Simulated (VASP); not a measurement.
These are PBEsol GGA, VASP's PBE PAW potentials (set 64) (plane waves; VASP 6.6.1) values and carry that method's errors.

Input for VASP

File POSCAR:
```
HgZn3Te4
1
   -0.0017724226     6.1774604148     6.1782754662
    6.1774604148    -0.0017724226     6.1782754662
    3.0878439961     3.0878439961    -0.0000000000
Zn Te Hg
3 4 1
Direct
  0.0008642634   0.0008642634   0.9982714733
  0.0023160059   0.4980066486   0.9996773454
  0.4980066486   0.0023160059   0.9996773454
  0.1250215305   0.1250215305   0.2499569391
  0.1092074937   0.6301214176   0.2606710887
  0.6301214176   0.1092074937   0.2606710887
  0.6361589497   0.6361589497   0.2276821007
  0.4983036906   0.4983036906   0.0033926187
```

INCAR:
```
# general
SYSTEM   =  HgZn3Te4
PREC     =  Accurate
ENCUT    =  400
LREAL    =  .False.
LASPH    =  .True.

# electronic loop
EDIFF    =  1E-7
NELM     =  100
ALGO     =  Normal
LMAXMIX  =  6

# smearing
ISMEAR   =  -5

# functional
GGA      =  PS

# ions
ISIF     =  2

# output
LWAVE    =  .False.
LCHARG   =  .True.
LORBIT   =  11
NEDOS    =  601

# other
LEFG     =  .True.
```

### KPOINTS
```
Automatic mesh
0
Gamma
4 4 7
0 0 0
```

POTCAR, in this order: Zn Te Hg (PBE.64 set). Program: vasp_std.

Output

OSZICAR:
```
       N       E                     dE             d eps       ncg     rms          rms(c)
DAV:   1     0.461770391558E+03    0.46177E+03   -0.27137E+04  3182   0.140E+03
DAV:   2     0.236505749097E+02   -0.43812E+03   -0.42696E+03  3271   0.342E+02
DAV:   3    -0.215467295006E+02   -0.45197E+02   -0.44808E+02  3647   0.116E+02
DAV:   4    -0.228591935165E+02   -0.13125E+01   -0.13093E+01  3669   0.187E+01
DAV:   5    -0.228907369090E+02   -0.31543E-01   -0.31540E-01  4006   0.269E+00    0.116E+01
DAV:   6    -0.220207618017E+02    0.86998E+00   -0.30544E+00  3963   0.301E+01    0.865E+00
DAV:   7    -0.220151857729E+02    0.55760E-02   -0.13852E+00  3680   0.907E+00    0.406E+00
DAV:   8    -0.220046814785E+02    0.10504E-01   -0.78754E-02  3685   0.340E+00    0.116E+00
DAV:   9    -0.220035251107E+02    0.11564E-02   -0.17818E-02  3718   0.103E+00    0.607E-01
DAV:  10    -0.220036993987E+02   -0.17429E-03   -0.39908E-03  3561   0.665E-01    0.197E-01
DAV:  11    -0.220036328937E+02    0.66505E-04   -0.49232E-04  3689   0.460E-01    0.641E-02
DAV:  12    -0.220036601212E+02   -0.27228E-04   -0.28260E-04  3497   0.152E-01    0.330E-02
DAV:  13    -0.220036573122E+02    0.28091E-05   -0.66957E-05  3462   0.144E-01    0.208E-02
DAV:  14    -0.220036625127E+02   -0.52005E-05   -0.27493E-05  3512   0.562E-02    0.193E-02
DAV:  15    -0.220036616243E+02    0.88840E-06   -0.10282E-05  3467   0.367E-02    0.100E-02
DAV:  16    -0.220036618989E+02   -0.27457E-06   -0.34853E-06  3660   0.127E-02    0.207E-03
DAV:  17    -0.220036620000E+02   -0.10118E-06   -0.31977E-07  2762   0.854E-03    0.196E-03
DAV:  18    -0.220036620778E+02   -0.77763E-07   -0.13089E-07  1950   0.241E-03
   1 F= -.22003662E+02 E0= -.22003662E+02  d E =0.000000E+00
```

**OUTCAR**
```
------------------------ aborting loop because EDIFF is reached ----------------------------------------
  FORCE on cell =-STRESS in cart. coord.  units (eV):
  Direction    XX          YY          ZZ          XY          YZ          ZX
  --------------------------------------------------------------------------------------
  Total       -0.0421080     -0.0421080      0.0042467      0.0226230      0.0000000     -0.0000000
  in kB       -0.2861461     -0.2861461      0.0288587      0.1537353      0.0000000     -0.0000000
  external PRESSURE =      -0.1811445 kB  Pullay stress =       0.0000000 kB
  volume of cell :      235.77
      direct lattice vectors                 reciprocal lattice vectors
    -0.001772423  6.177460415  6.178275466    -0.080916194  0.080916194  0.080928732
     6.177460415 -0.001772423  6.178275466     0.080916194 -0.080916194  0.080928732
     3.087843996  3.087843996  0.000000000     0.161925279  0.161925279 -0.161857464
 POSITION                                       TOTAL-FORCE (eV/Angst)
 -----------------------------------------------------------------------------------
      3.08784      3.08784      0.01068        -0.000000     -0.000000      0.002745
      6.16326      3.10027      3.09113        -0.007160      0.007160     -0.006099
      3.10027      6.16326      3.09113         0.007160     -0.007160     -0.006099
      1.54392      1.54392      1.54483        -0.000000     -0.000000      0.000576
      4.69727      1.47842      4.56778         0.004118     -0.004118      0.007591
      1.47842      4.69727      4.56778        -0.004118      0.004118      0.007591
      4.63177      4.63177      7.86073        -0.000000     -0.000000      0.012503
      3.08784      3.08784      6.15731         0.000000      0.000000     -0.018808
 -----------------------------------------------------------------------------------
    total drift:                               -0.000123     -0.000123      0.000698
  FREE ENERGIE OF THE ION-ELECTRON SYSTEM (eV)
  ---------------------------------------------------
  free  energy   TOTEN  =       -22.0036620778 eV

  energy  without entropy=      -22.0036620778  energy(sigma->0) =      -22.00366208

 total charge

# of ion       s       p       d       tot
------------------------------------------
    1        0.556   0.417   9.757  10.730
    2        0.560   0.434   9.758  10.752
    3        0.560   0.434   9.758  10.752
    4        1.348   2.046   0.026   3.420
    5        1.352   2.042   0.031   3.424
    6        1.352   2.042   0.031   3.424
    7        1.356   2.037   0.034   3.428
    8        0.748   0.455   9.349  10.552
--------------------------------------------------
tot          7.832   9.905  38.745  56.482

 Electric field gradients after diagonalization (V/A^2)
 (convention: |V_zz| > |V_xx| > |V_yy|)
----------------------------------------------------------------------
 ion       V_xx      V_yy      V_zz     asymmetry (V_yy - V_xx)/ V_zz
----------------------------------------------------------------------
   1       3.310     1.608    -4.918       0.346
   2      -3.450    -2.615     6.065       0.138
   3      -3.450    -2.615     6.065       0.138
   4       2.143     1.693    -3.836       0.117
   5     -19.809   -12.207    32.016       0.237
   6     -19.809   -12.207    32.016       0.237
   7      14.560    10.296   -24.856       0.172
   8      20.746     5.700   -26.447       0.569
```
(Selected blocks of OUTCAR.)

The structure was generated: HgZn3Te4 was put into an ordered model structure (Amm2), which need not be its known phase. It was relaxed first.
